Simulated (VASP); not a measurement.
Input of a VASP 6.6.1 run:

The input POSCAR:

```
MoI
1.0
    0.0000000000      3.1788513800      3.1788513800
    3.1788513800      0.0000000000      3.1788513800
    3.1788513800      3.1788513800      0.0000000000
Mo I
1 1
Direct
    0.0000000000      0.0000000000      0.0000000000
    0.7500000000      0.7500000000      0.7500000000
```

INCAR.step1

```
SYSTEM = MoI
PREC = Accurate ; ENCUT = 520
EDIFF = 1E-5 ; ISMEAR = -1
SIGMA = 0.05 ; LREAL = .False.
LASPH = .True. ; NELM = 100
ALGO = Normal ; ISIF = 2
LWAVE = .True. ; LCHARG = .False.
NBANDS = 18 ; GGA = PE
```

INCAR.step2

```
SYSTEM = MoI
PREC = Accurate ; ENCUT = 520
EDIFF = 1E-6 ; ISMEAR = -1
SIGMA = 0.05 ; LREAL = .False.
LASPH = .True. ; NELM = 100
ALGO = Normal ; ISIF = 2
LWAVE = .False. ; LCHARG = .False.
GGA = PE ; LHFCALC = .True.
HFSCREEN = 0.2 ; AEXX = 0.15
PRECFOCK = Fast ; NBANDS = 18
ISTART = 1
```

Contents of KPOINTS:

```
regular mesh
0
Gamma
  4 4 4
  0 0 0
```

Potentials or basis: VASP PAW PBE potentials, release 64 (Mo_sv, I).

The run is started by

```bash
$ cat potpaw_PBE.64/Mo_sv/POTCAR potpaw_PBE.64/I/POTCAR > POTCAR
$ cp INCAR.step1 INCAR
$ mpirun -np 1 vasp_std > vasp.out
$ cp INCAR.step2 INCAR
$ mpirun -np 1 vasp_std > vasp.out
```

(1) What does it give for the pressure?

(2) Estimate the band gap on the k mesh.

## Answers

(1) -8.0 GPa.

(2) none (metal or under the smearing width).

Caveat: the k mesh is coarse (spacing up to 0.43 Å⁻¹), so the values aren't converged, least of all with exact exchange; the PAW data sets were made with another functional, which shifts forces and pressure a little; an odd number of electrons without spin polarisation forces a metal; a magnetic or distorted state may lie lower.
